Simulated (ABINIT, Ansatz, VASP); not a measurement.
## Rh (Fm-3m, 1 atom in the cell) computed with different codes at matched settings

Self-consistent single point.

```yaml
crystal:
  lattice:
    - [0.00000, 1.90000, 1.90000]
    - [1.90000, 0.00000, 1.90000]
    - [1.90000, 1.90000, 0.00000]
  atoms:
    - { symbol: Rh, position: [0.00000, 0.00000, 0.00000] }
```

All programs got the same cell, k-point mesh and kind of occupations (in Ansatz's words: kpoints.mp_grid.grid = 15 15 15; scf.occupations.method = gaussian; scf.occupations.width = 0.2 eV); potentials, basis and cutoffs are each program's usual ones.

| code | model | pressure (GPa) | cutoff |
|---|---|---|---|
| Ansatz | PBE, default PAW files | 6.49 | default |
| ABINIT | PBE, PAW (JTH v2.0 PBE PAW) | 6.54 | 21 Ha |
| VASP | PBE, VASP's PBE PAW potentials (set 64) | 6.17 | 300 eV |

The spread over the programs that give each value: pressure within 0.37 GPa.

The starting cell has typed, rounded lattice constants, without a prior relaxation at this level. On Ansatz's run: Spin polarisation is off. In the base run, with a pressure of about 7 GPa the cell is away from its equilibrium volume at this level.

**Question.** Why do the programs differ, and what cannot be compared?

**Answer.** Differences of this kind can come from the potentials, where these differ, and from what each basis and cutoff leave unconverged. The valence holds different numbers of electrons (Ansatz (an electronic-structure program) 17, ABINIT 17, VASP 15). The zero of total energies and Fermi levels follows the potentials and each program's conventions, so they are not compared here. Ansatz's pressure is given at a fixed set of plane waves, as the other plane-wave codes print theirs; with its correction for the finite basis it is 6.61 GPa.

VASP's run is marked for a possible Pulay error in its stress at this cutoff; no cutoff test was made.

Left out of this page: Quantum ESPRESSO, GPAW, Elk, FLEUR and SIESTA (not drawn, or without a comparable value).

Keys are those of Ansatz 0.2.
